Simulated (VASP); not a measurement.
Wanted: the native input for a VASP 6.6.1 run.

| Item | Value |
| --- | --- |
| Task | relaxation of cell and atoms |
| Functional | PBE |
| Potentials or basis | VASP PAW PBE potentials, release 64 (W) |
| Cutoff | 520 eV |
| k mesh | 18 × 18 × 18 |
| Occupations | gaussian, width 0.1 eV |
| Spin | no spin polarisation |
| Further INCAR settings | ALGO = Fast; EDIFF = 1e-07; IBRION = 2; EDIFFG = -0.002; NSW = 80; ISIF = 3 |

The structure of W lies in POSCAR:

```
W
1.0
   -1.5823450000      1.5823450000      1.5823450000
    1.5823450000     -1.5823450000      1.5823450000
    1.5823450000      1.5823450000     -1.5823450000
W
1
Direct
    0.0000000000      0.0000000000      0.0000000000
```

The input as run:

INCAR

```
SYSTEM = W
  ALGO = Fast
  EDIFF = 1E-7
  EDIFFG = -0.002
  ENCUT = 520
  GGA = PE
  IBRION = 2
  ISIF = 3
  ISMEAR = 0
  LASPH = .True.
  LCHARG = .False.
  LREAL = .False.
  LWAVE = .False.
  NELM = 80
  NSW = 80
  PREC = Accurate
  SIGMA = 0.1
```

KPOINTS

```
k-points
0
Gamma
  18 18 18
  0 0 0
```

Potentials or basis: VASP PAW PBE potentials, release 64 (W).

Launch:

```console
$ cat potpaw_PBE.64/W/POTCAR > POTCAR
$ mpirun -np 1 vasp_std > vasp.out
```

It gave:

```
Relaxed volume                         : 15.95 Å³/atom
Relaxed cell                           : a = 2.747 Å, b = 2.747 Å, c = 2.747 Å, α = 109.47°, β = 109.47°, γ = 109.47°
Space group after relaxing (to 0.05 Å) : Im-3m (No. 229)
Energy gained by relaxing              : 0.7 meV/atom
Ionic steps                            : 3
Pressure after relaxing                : 0.0 GPa
Band gap on the k mesh                 : none (metal or under the smearing width)
```

Run time: 42 s on 1 thread of AMD EPYC 7R13 Processor (Zen 3) (shared host), peak memory 0.12 GiB.
